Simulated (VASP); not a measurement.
ScAl3:

```xyz
4
Lattice="4.0878 0.0000 0.0000 0.0000 4.0878 0.0000 0.0000 0.0000 4.0878" Properties=species:S:1:pos:R:3 pbc="T T T"
Sc    0.0000    0.0000    0.0000
Al    2.0439    0.0000    2.0439
Al    0.0000    2.0439    2.0439
Al    2.0439    2.0439    0.0000
```

The cell is a database's computed one.

- Program: VASP 6.6.1
- Task: relaxation of cell and atoms
- Functional: PBE
- Dispersion: D3(BJ)
- Potentials or basis: VASP PAW PBE potentials, release 64 (Sc_sv, Al)
- Cutoff: 600 eV
- k mesh: 10 × 10 × 10
- Occupations: methfessel-paxton, width 0.1 eV
- Spin: no spin polarisation

At the start: pressure -2.6 GPa; volume 17.08 Å³/atom.

Where does the relaxation end?

Over 3 steps the energy falls by 3.9 meV/atom and the volume is 16.60 Å³/atom (-2.8 %); space group Pm-3m (No. 221, to 0.05 Å).

Step by step:
```csv
step,energy change (eV),largest force (eV/Å),pressure (GPa),volume (Å³)
1,0.0000,0.0000,-2.55,68.31
2,-0.0133,0.0000,1.08,65.65
3,-0.0157,0.0000,0.00,66.38
```

Final structure:
```xyz
4
Lattice="4.0491 0.0000 0.0000 0.0000 4.0491 0.0000 0.0000 0.0000 4.0491" Properties=species:S:1:pos:R:3 pbc="T T T"
Sc    0.0000    0.0000    0.0000
Al    2.0245    0.0000    2.0245
Al    0.0000    2.0245    2.0245
Al    2.0245    2.0245    0.0000
```

Caveat: pairwise dispersion overbinds metals, which lowers pressure and volume.
